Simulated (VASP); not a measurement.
# Ga2GeSe2 (P4/mmm) in VASP: further runs

The runs below take Ga2GeSe2 through relaxation of cell and atoms, with PBE.

Program: VASP 6.6.1. These are calculated values, not measurements. Logs are shortened: lines on timing, memory, paths and dates and some standing lists are left out, and cuts for length are marked.

### 1 The structure

Symmetry: P4/mmm, No. 123, tetragonal system. Conventional cell: a = 3.933 Å, b = 3.933 Å, c = 7.607 Å, α = 90.00°, β = 90.00°, γ = 90.00°. Ga (site symmetry 4/mmm) is surrounded by 4 Ga at 2.78 Å. Ga (site symmetry 4/mmm) is surrounded by 2 Se at 1.99 Å. Around Ge (site symmetry 4/mmm) lie 2 Se at 1.81 Å. Se (site symmetry 4mm) has 1 Ge at 1.81 Å and 1 Ga at 1.99 Å as nearest neighbours.

The cell was built by a generator and needn't be a form met in nature.

### 2 Relaxation of cell and atoms, PBE

INCAR reads:

```
PREC = Normal ; ENCUT = 520
EDIFF = 1E-4 ; ISMEAR = 0
SIGMA = 0.15 ; LREAL = False
LASPH = True ; NELM = 60
ALGO = Fast ; ISIF = 3
LWAVE = False ; LCHARG = False
GGA = PE ; IBRION = 2
NSW = 24 ; EDIFFG = -0.08
```

KPOINTS reads:

```
Automatic mesh
0
Gamma
  4 4 2
```

POSCAR reads:

```
Ga2GeSe2
1.0
    3.9327881600      0.0000000000      0.0000000000
    0.0000000000      3.9327881600      0.0000000000
    0.0000000000      0.0000000000      7.6070490900
Ga Ge Se
2 1 2
Direct
    0.0000000000      0.0000000000      0.5000000000
    0.5000000000      0.5000000000      0.5000000000
    0.5000000000      0.5000000000      0.0000000000
    0.5000000000      0.5000000000      0.2385845600
    0.5000000000      0.5000000000      0.7614154400
```

Potentials or basis: VASP PAW PBE potentials, release 64 (Ga_d, Ge_d, Se).

Run with:

```sh
> cat potpaw_PBE.64/Ga_d/POTCAR potpaw_PBE.64/Ge_d/POTCAR potpaw_PBE.64/Se/POTCAR > POTCAR
> mpirun -np 1 vasp_std > vasp.out
```

OUTCAR:

```text
PREC = Normal
   ENCUT = 520
   EDIFF = 1E-4
   ISMEAR = 0
   LREAL = False
   LASPH = True
   NELM = 60
   ISIF = 3
   GGA = PE
   IBRION = 2
   NSW = 24
   EDIFFG = -0.08

 ion  position               nearest neighbor table
   1  0.000  0.000  0.500-   2 2.78   2 2.78   2 2.78   2 2.78
   2  0.500  0.500  0.500-   4 1.99   5 1.99   1 2.78   1 2.78   1 2.78   1 2.78
   3  0.500  0.500  0.000-   4 1.81   5 1.81
   4  0.500  0.500  0.239-   3 1.81   2 1.99
   5  0.500  0.500  0.761-   3 1.81   2 1.99

  LATTYP: Found a simple tetragonal cell.
 ALAT       =     3.9327881600
 C/A-ratio  =     1.9342636269

  Lattice vectors:

 A1 = (   3.9327881600,   0.0000000000,   0.0000000000)
 A2 = (   0.0000000000,   3.9327881600,   0.0000000000)
 A3 = (   0.0000000000,   0.0000000000,   7.6070490900)

Analysis of symmetry for initial positions (statically):
=====================================================================
 Subroutine PRICEL returns:
 Original cell was already a primitive cell.

 Routine SETGRP: Setting up the symmetry group for a
 simple tetragonal supercell.

 Subroutine GETGRP returns: Found 16 space group operations
 (whereof 16 operations were pure point group operations)
 out of a pool of 16 trial point group operations.

The static configuration has the point symmetry D_4h.

Analysis of symmetry for dynamics (positions and initial velocities):
=====================================================================
 Subroutine PRICEL returns:
 Original cell was already a primitive cell.

 Routine SETGRP: Setting up the symmetry group for a
 simple tetragonal supercell.

 Subroutine GETGRP returns: Found 16 space group operations
 (whereof 16 operations were pure point group operations)
 out of a pool of 16 trial point group operations.

The dynamic configuration has the point symmetry D_4h.

 Subroutine INISYM returns: Found 16 space group operations
 (whereof 16 operations are pure point group operations),
 and found     1 'primitive' translations

----------------------------------------------------------------------------------------

                                     Primitive cell

  volume of cell :     117.6569

  direct lattice vectors                    reciprocal lattice vectors
     3.932788160  0.000000000  0.000000000     0.254272531  0.000000000  0.000000000
     0.000000000  3.932788160  0.000000000     0.000000000  0.254272531  0.000000000
     0.000000000  0.000000000  7.607049090     0.000000000  0.000000000  0.131457019

  length of vectors
     3.932788160  3.932788160  7.607049090     0.254272531  0.254272531  0.131457019

  position of ions in fractional coordinates (direct lattice)
     0.000000000  0.000000000  0.500000000
     0.500000000  0.500000000  0.500000000
     0.500000000  0.500000000  0.000000000
     0.500000000  0.500000000  0.238584560
     0.500000000  0.500000000  0.761415440

  ion indices of the primitive-cell ions
   primitive index   ion index
                 1           1
                 2           2
                 3           3
                 4           4
                 5           5

----------------------------------------------------------------------------------------

 KPOINTS: Automatic mesh

Automatic generation of k-mesh.
 Grid dimensions read from file:
 generate k-points for:    4    4    2

 Generating k-lattice:

  Cartesian coordinates                     Fractional coordinates (reciprocal lattice)
     0.063568133  0.000000000  0.000000000     0.250000000  0.000000000  0.000000000
     0.000000000  0.063568133  0.000000000     0.000000000  0.250000000  0.000000000
     0.000000000  0.000000000  0.065728510     0.000000000  0.000000000  0.500000000

  Length of vectors
     0.063568133  0.063568133  0.065728510

  Shift w.r.t. Gamma in fractional coordinates (k-lattice)
     0.000000000  0.000000000  0.000000000

 Subroutine IBZKPT returns following result:
 ===========================================

 Found     12 irreducible k-points:

 Following reciprocal coordinates:
            Coordinates               Weight
  0.000000  0.000000  0.000000      1.000000
  0.250000  0.000000  0.000000      4.000000
  0.500000  0.000000  0.000000      2.000000
  0.250000  0.250000  0.000000      4.000000
  0.500000  0.250000  0.000000      4.000000
  0.500000  0.500000  0.000000      1.000000
  0.000000  0.000000  0.500000      1.000000
  0.250000  0.000000  0.500000      4.000000
  0.500000  0.000000  0.500000      2.000000
  0.250000  0.250000  0.500000      4.000000
  0.500000  0.250000  0.500000      4.000000
  0.500000  0.500000  0.500000      1.000000
   k-points           NKPTS =     12   k-points in BZ     NKDIM =     12   number of bands    NBANDS=     31
   number of dos      NEDOS =    301   number of ions     NIONS =      5
   total plane-waves  NPLWV =  24192
   dimension x,y,z NGX =    24 NGY =   24 NGZ =   42
   dimension x,y,z NGXF=    48 NGYF=   48 NGZF=   84
   ions per type =               2   1   2
   NGX,Y,Z   is equivalent  to a cutoff of  10.15, 10.15,  9.18 a.u.
   NGXF,Y,Z  is equivalent  to a cutoff of  20.29, 20.29, 18.36 a.u.
 SYSTEM =  unknown system
   PREC   = normal    normal or accurate (medium, high low for compatibility)
   ISTART =      0    job   : 0-new  1-cont  2-samecut
   ICHARG =      2    charge: 1-file 2-atom 10-const
   ISPIN  =      1    spin polarized calculation?
   LNONCOLLINEAR =      F non collinear calculations
   LSORBIT =      F    spin-orbit coupling
   LASPH  =      T    aspherical Exc in radial PAW
   ENCUT  =  520.0 eV  38.22 Ry    6.18 a.u.   7.31  7.31 14.14*2*pi/ulx,y,z
   NELM   =     60;   NELMIN=  2; NELMDL= -5     # of ELM steps
   EDIFF  = 0.1E-03   stopping-criterion for ELM
   LREAL  =      F    real-space projection
   EDIFFG = -.8E-01   stopping-criterion for IOM
   NSW    =     24    number of steps for IOM
   IBRION =      2    ionic relax: 0-MD 1-quasi-New 2-CG
   NFREE  =      1    steps in history (QN), initial steepest desc. (CG)
   ISIF   =      3    stress and relaxation
   ISYM   =      2    0-nonsym 1-usesym 2-fastsym
   POTIM  = 0.5000    time-step for ionic-motion
   TEBEG  =    0.0;   TEEND  =   0.0 temperature during run
   PSTRESS=    0.0 pullay stress
   NELECT =      52.0000    total number of electrons
   NUPDOWN=      -1.0000    fix difference up-down
   EMIN   =  10.00;   EMAX   =-10.00  energy-range for DOS
   EFERMI =   0.00;   METHOD = LEGACY
   ISMEAR =     0;   SIGMA  =   0.15  broadening in eV -4-tet -1-fermi 0-gaus
   EFERMI_NEDOS =   21; number of points for ismear=-14 and -15
   IALGO  =     68    algorithm
   IMIX   =      4    mixing-type and parameters
     AMIX     =   0.40;   BMIX     =  1.00
     AMIX_MAG =   1.60;   BMIX_MAG =  1.00
  volume/ion in A,a.u.               =      23.53       158.80
  Fermi-wavevector in a.u.,A,eV,Ry     =   1.247011  2.356508 21.157544  1.555036
  Thomas-Fermi vector in A             =   2.381162
   LORBIT       =      0    0 simple, 1 ext, 2 COOP (PROOUT), +10 PAW based schemes
   GGA     = PE    functional components
   LHFCALC =     F    Hartree Fock is set to
   AEXX    =    0.0000 exact exchange contribution
   IVDW    =     0    specifies the selected vdW correction
   LEPSILON=     F    determine dielectric tensor
   LRPA    =     F    only Hartree local field effects (RPA)
 conjugate gradient relaxation of ions
 non-spin polarized calculation
 RMM-DIIS sequential band-by-band and
 Gauss-broadening in eV      SIGMA  =   0.15
  energy-cutoff  :      520.00
  volume of cell :      117.66
 maximum number of plane-waves:      3204
   NGX = 15   NGY = 15   NGZ = 29

--------------------------------------- Ionic step        1  -------------------------------------------

 number of electron      52.0000045 magnetization

 Free energy of the ion-electron system (eV)
  ---------------------------------------------------
  ext. energy  EPLUGINS =         0.00000000
  ---------------------------------------------------
  free energy    TOTEN  =        -5.24414890 eV

  energy without entropy =       -5.21684148  energy(sigma->0) =       -5.23049519

------------------------ aborting loop because EDIFF is reached ----------------------------------------

  FORCE on cell =-STRESS in cart. coord.  units (eV):
  Direction    XX          YY          ZZ          XY          YZ          ZX
  --------------------------------------------------------------------------------------
  -------------------------------------------------------------------------------------
  Total       -0.2468436     -0.2468436    102.0431359      0.0000000      0.0000000      0.0000000
  in kB       -3.3613609     -3.3613609   1389.5591955      0.0000000      0.0000000      0.0000000
  external PRESSURE =     460.9454912 kB  Pullay stress =       0.0000000 kB
[... 26 lines left out ...]
--------------------------------------- Ionic step        2  -------------------------------------------

 number of electron      51.9997601 magnetization

 E-fermi :  -0.5807     XC(G=0):  -6.8265

 val. band max:       -0.5869229790   @ k =   0.2500   0.2500   0.0000
 cond. band min:      -0.5749862609   @ k =   0.2500   0.0000   0.0000
 fundamental gap:      0.0119367181
 Fermi energy:        -0.5807462998

 k-point     1 :       0.0000    0.0000    0.0000
  band No.  band energies     occupation
      1     -26.7203      2.00000
      2     -26.7199      2.00000
      3     -26.6263      2.00000
      4     -26.6263      2.00000
      5     -26.2558      2.00000
      6     -16.2058      2.00000
[... 397 lines left out ...]
     30      -0.9614      1.99967
     31       2.0794      0.00000

------------------------ aborting loop EDIFF was not reached (unconverged)  ----------------------------

  FORCE on cell =-STRESS in cart. coord.  units (eV):
  Direction    XX          YY          ZZ          XY          YZ          ZX
  --------------------------------------------------------------------------------------
  -------------------------------------------------------------------------------------
  Total       -9.2935919     -9.2935919    -66.5849182      0.0000000      0.0000000     -0.0000000
  in kB      -64.0740828    -64.0740828   -459.0655174      0.0000000      0.0000000     -0.0000000
  external PRESSURE =    -195.7378943 kB  Pullay stress =       0.0000000 kB
[... 59 lines left out ...]
  FREE ENERGIE OF THE ION-ELECTRON SYSTEM (eV)
  ---------------------------------------------------
  free  energy   TOTEN  =       -14.7715693131 eV

  energy  without entropy=      -14.7184623864  energy(sigma->0) =      -14.74501585

[... ionic steps 4 to 15 ...]

--------------------------------------- Ionic step       16  -------------------------------------------

 number of electron      51.9999825 magnetization

------------------------ aborting loop because EDIFF is reached ----------------------------------------
[... 73 lines left out ...]
--------------------------------------- Ionic step       18  -------------------------------------------

 number of electron      51.9999825 magnetization

 Free energy of the ion-electron system (eV)
  ---------------------------------------------------
  ext. energy  EPLUGINS =         0.00000000
  ---------------------------------------------------
  free energy    TOTEN  =       -15.94241421 eV

  energy without entropy =      -15.92975948  energy(sigma->0) =      -15.93608684

 E-fermi :   1.4446     XC(G=0):  -8.2835

 val. band max:        1.3658997054   @ k =   0.5000   0.0000   0.5000
 cond. band min:       1.6934446334   @ k =   0.2500   0.2500   0.5000
 fundamental gap:      0.3275449280
 Fermi energy:         1.4445708943

 k-point     1 :       0.0000    0.0000    0.0000
  band No.  band energies     occupation
      1     -23.3408      2.00000
      2     -23.3365      2.00000
      3     -23.3005      2.00000
      4     -23.2665      2.00000
      5     -23.2665      2.00000
      6     -13.5301      2.00000
[... 429 lines left out ...]
  FREE ENERGIE OF THE ION-ELECTRON SYSTEM (eV)
  ---------------------------------------------------
  free  energy   TOTEN  =       -15.9424142105 eV

  energy  without entropy=      -15.9297594772  energy(sigma->0) =      -15.93608684

 reached required accuracy - stopping structural energy minimisation
```

Run time: 5.7 min. Hardware: 1 thread of Intel Xeon Platinum 8488C (Sapphire Rapids), shared host; peak memory 0.2 GiB.

What came out:

```yaml
Free_energy: -15.9424 eV
Relaxed_volume: 31.11 Å³/atom
Relaxed_cell: a = 3.995 Å, b = 3.995 Å, c = 9.747 Å, α = 90.00°, β = 90.00°, γ = 90.00°
Space_group_after_relaxing_to_0.05_Å: P4/mmm (No. 123)
Energy_gained_by_relaxing: 2139.7 meV/atom
Ionic_steps: 18
Pressure_after_relaxing: 0.3 GPa
Largest_force_after_relaxing: 0.069 eV/Å
Band_gap_on_the_k_mesh: none (metal or under the smearing width)
```

Forces in eV/Å, atoms in the order of the input:
```
Ga   0.000  0.000  0.000
Ga   0.000  0.000  0.000
Ge   0.000  0.000  0.000
Se   0.000  0.000 -0.069
Se   0.000  0.000  0.069
```

Step by step:
```tsv
step	energy change (eV)	largest force (eV/Å)	pressure (GPa)	volume (Å³)
1	0.0000	7.2503	46.09	117.66
2	-0.2184	0.6265	-19.57	232.39
3	-9.5274	0.3229	-4.73	168.82
4	-9.8904	0.6470	-3.61	163.51
5	-10.1682	2.2456	3.94	145.83
6	-10.2788	1.4442	-0.40	153.90
7	-10.3006	1.6263	0.39	152.05
8	-10.3027	1.6908	1.05	151.37
9	-10.4853	1.0302	-0.82	154.84
10	-10.5363	0.6637	-1.70	157.42
11	-10.6656	0.4128	-0.65	155.57
12	-10.6959	0.0822	-0.01	154.26
13	-10.6957	0.0540	0.63	154.20
14	-10.6982	0.0701	-0.28	155.72
15	-10.6982	0.0691	0.64	155.35
16	-10.6983	0.0692	-0.29	155.59
17	-10.6982	0.0699	0.45	155.47
18	-10.6983	0.0685	0.28	155.54
```

Final structure:
```yaml
crystal:
  lattice:
    - [3.99459, 0.00000, 0.00000]
    - [0.00000, 3.99459, 0.00000]
    - [0.00000, 0.00000, 9.74735]
  atoms:
    - { symbol: Ga, position: [0.00000, 0.00000, 0.50000] }
    - { symbol: Ga, position: [0.50000, 0.50000, 0.50000] }
    - { symbol: Ge, position: [0.50000, 0.50000, 0.00000] }
    - { symbol: Se, position: [0.50000, 0.50000, 0.24532] }
    - { symbol: Se, position: [0.50000, 0.50000, 0.75468] }
```

Caveat: the k mesh is coarse (spacing up to 0.41 Å⁻¹), so the values aren't converged; the volume moved by over 15 % at a fixed basis, so the end points are rough; the relaxation stopped at a loose force limit of 0.08 eV/Å, so its end isn't a converged minimum.

### 3 Relaxation of cell and atoms, PBE

This run uses another cell than the first one, of 22.01 Å³/atom, 0.935 times its volume.

INCAR is that of step 2.

KPOINTS reads:

```
Automatic mesh
0
Gamma
  4 4 4
```

POSCAR reads:

```
Ga2GeSe2
1.0
   -2.2365043300      2.2365043300      5.5004888700
    2.2365043300     -2.2365043300      5.5004888700
    2.2365043300      2.2365043300     -5.5004888700
Ga Ge Se
2 1 2
Direct
    0.6203841600      0.6203841600      0.0000000000
    0.3796158400      0.3796158400      0.0000000000
    0.0000000000      0.0000000000      0.0000000000
    0.7500000000      0.2500000000      0.5000000000
    0.2500000000      0.7500000000      0.5000000000
```

Potentials or basis: VASP PAW PBE potentials, release 64 (Ga_d, Ge_d, Se).

Run with:

```sh
> cat potpaw_PBE.64/Ga_d/POTCAR potpaw_PBE.64/Ge_d/POTCAR potpaw_PBE.64/Se/POTCAR > POTCAR
> mpirun -np 1 vasp_std > vasp.out
```

It took 6.1 min on 1 thread of Intel Xeon Platinum 8488C (Sapphire Rapids), shared host; peak memory 0.24 GiB.

Results (log left out):

- Free energy: -17.4429 eV
- Relaxed volume: 22.07 Å³/atom
- Relaxed cell: a = 5.486 Å, b = 5.486 Å, c = 5.486 Å, α = 123.30°, β = 123.30°, γ = 84.37°
- Space group after relaxing (to 0.05 Å): I4/mmm (No. 139)
- Energy gained by relaxing: 341.9 meV/atom
- Ionic steps: 14
- Pressure after relaxing: -0.3 GPa
- Largest force after relaxing: 0.032 eV/Å
- Band gap on the k mesh: none (metal or under the smearing width)

Forces in eV/Å, atoms in the order of the input:
```
Ga   0.000  0.000 -0.032
Ga   0.000  0.000  0.032
Ge   0.000  0.000  0.000
Se   0.000  0.000  0.000
Se   0.000  0.000  0.000
```

Stress tensor (GPa, compression positive):
```
-0.46  0.00  0.00
 0.00 -0.46  0.00
 0.00  0.00 -0.01
```

The path:
```tsv
step	energy change (eV)	largest force (eV/Å)	pressure (GPa)	volume (Å³)
1	0.0000	0.1008	1.88	110.05
2	-0.5580	0.7431	-1.19	113.92
3	-0.6251	4.2614	-3.68	121.65
4	-0.8686	2.0268	-3.13	118.09
5	-1.1789	1.8511	-2.95	115.83
6	-1.5494	1.7945	0.42	108.77
7	-1.5331	1.8213	1.37	107.06
8	-1.6748	0.4083	1.12	108.10
9	-1.6867	0.0459	1.11	107.84
10	-1.6866	0.0805	0.70	107.87
11	-1.7038	0.0044	0.46	109.13
12	-1.7082	0.0243	0.07	109.78
13	-1.7079	0.0574	-0.62	111.08
14	-1.7096	0.0319	-0.31	110.34
```

Final structure:
```xyz
5
Lattice="-2.6049 2.6049 4.0651 2.6049 -2.6049 4.0651 2.6049 2.6049 -4.0651" Properties=species:S:1:pos:R:3 pbc="T T T"
Ga    0.0000    0.0000    5.3088
Ga    0.0000    0.0000    2.8215
Ge    0.0000    0.0000    0.0000
Se    0.0000    2.6049    2.0326
Se    2.6049    0.0000    2.0326
```

Levels at points of the mesh, in eV from the Fermi level:
```
           k point  band 23  band 24  band 25  band 26  band 27  band 28  band 29  band 30
(0.00, 0.00, 0.00)    -3.21    -2.82    -2.82    -2.82    -0.83    -0.83     0.45     3.70
(0.50, 0.00, 0.00)    -4.23    -2.25    -1.51     0.16     0.71     0.74     1.46     3.20
(0.50, 0.50, 0.00)    -1.62    -1.39    -1.19    -0.56     0.57     1.52     2.20     3.20
(0.50, 0.50, 0.50)    -2.28    -2.28    -1.21    -0.72     1.57     1.57     1.69     2.04
```

Caveat: the k mesh is coarse (spacing up to 0.50 Å⁻¹), so the values aren't converged; the relaxation stopped at a loose force limit of 0.08 eV/Å, so its end isn't a converged minimum.
